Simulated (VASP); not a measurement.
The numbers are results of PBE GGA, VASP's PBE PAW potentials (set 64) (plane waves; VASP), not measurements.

A VASP calculation is set up with these files.

### KPOINTS
```
Automatic mesh
0
Gamma
6 6 6
0 0 0
```

### POSCAR
```
KI
1
    0.0000000000     3.6057000000     3.6057000000
    3.6057000000     0.0000000000     3.6057000000
    3.6057000000     3.6057000000     0.0000000000
K I
1 1
Direct
  0.0000000000   0.0000000000   0.0000000000
  0.5000000000   0.5000000000   0.5000000000
```

INCAR:
```
SYSTEM = KI
PREC = Accurate; ENCUT = 400; LREAL = .FALSE.
LASPH = .TRUE.
EDIFF = 1E-6; NELM = 100; ALGO = Normal
LMAXMIX = 4
ISMEAR = 1; SIGMA = 0.1
GGA = PE
ISIF = 2
LWAVE = .FALSE.; LCHARG = .FALSE.
```

POTCAR, in this order: K_sv I (PBE.64 set). Program: vasp_std.

Output

**OSZICAR**
```
       N       E                     dE             d eps       ncg     rms          rms(c)
DAV:   1     0.791985909040E+02    0.79199E+02   -0.58393E+03   384   0.917E+02
DAV:   2    -0.552293426598E+00   -0.79751E+02   -0.76508E+02   460   0.221E+02
DAV:   3    -0.539341615809E+01   -0.48411E+01   -0.48278E+01   488   0.505E+01
DAV:   4    -0.565548759583E+01   -0.26207E+00   -0.26188E+00   724   0.108E+01
DAV:   5    -0.565667296614E+01   -0.11854E-02   -0.11854E-02   480   0.779E-01    0.275E+00
DAV:   6    -0.556364470371E+01    0.93028E-01   -0.13466E-01   464   0.219E+00    0.201E+00
DAV:   7    -0.555713784555E+01    0.65069E-02   -0.13810E-01   468   0.201E+00    0.801E-01
DAV:   8    -0.556344886365E+01   -0.63110E-02   -0.14620E-02   500   0.860E-01    0.106E-01
DAV:   9    -0.556402879036E+01   -0.57993E-03   -0.12075E-03   496   0.217E-01    0.709E-02
DAV:  10    -0.556421725856E+01   -0.18847E-03   -0.19564E-04   488   0.951E-02    0.174E-02
DAV:  11    -0.556423485722E+01   -0.17599E-04   -0.35961E-05   468   0.368E-02    0.122E-02
DAV:  12    -0.556423637273E+01   -0.15155E-05   -0.45041E-06   460   0.166E-02    0.982E-03
DAV:  13    -0.556423676882E+01   -0.39609E-06   -0.10148E-06   360   0.648E-03
   1 F= -.55642368E+01 E0= -.55647768E+01  d E =0.162019E-02
```

File OUTCAR:
```
------------------------ aborting loop because EDIFF is reached ----------------------------------------
  FORCE on cell =-STRESS in cart. coord.  units (eV):
  Direction    XX          YY          ZZ          XY          YZ          ZX
  --------------------------------------------------------------------------------------
  Total       -0.0641445     -0.0641445     -0.0641445      0.0000000      0.0000000      0.0000000
  in kB       -1.0961524     -1.0961524     -1.0961524      0.0000000      0.0000000      0.0000000
  external PRESSURE =      -1.0961524 kB  Pullay stress =       0.0000000 kB
  volume of cell :       93.76
      direct lattice vectors                 reciprocal lattice vectors
     0.000000000  3.605700000  3.605700000    -0.138669329  0.138669329  0.138669329
     3.605700000  0.000000000  3.605700000     0.138669329 -0.138669329  0.138669329
     3.605700000  3.605700000  0.000000000     0.138669329  0.138669329 -0.138669329
  FREE ENERGIE OF THE ION-ELECTRON SYSTEM (eV)
  ---------------------------------------------------
  free  energy   TOTEN  =        -5.5642367688 eV

  energy  without entropy=       -5.5658569555  energy(sigma->0) =       -5.56477683
```
(Selected blocks of OUTCAR.)

The compound is KI in the rock salt structure. The cell was not relaxed at this level. The run is one of a series of settings (ISMEAR = 1, SIGMA = 0.1 against the base run), some of them coarse on purpose.
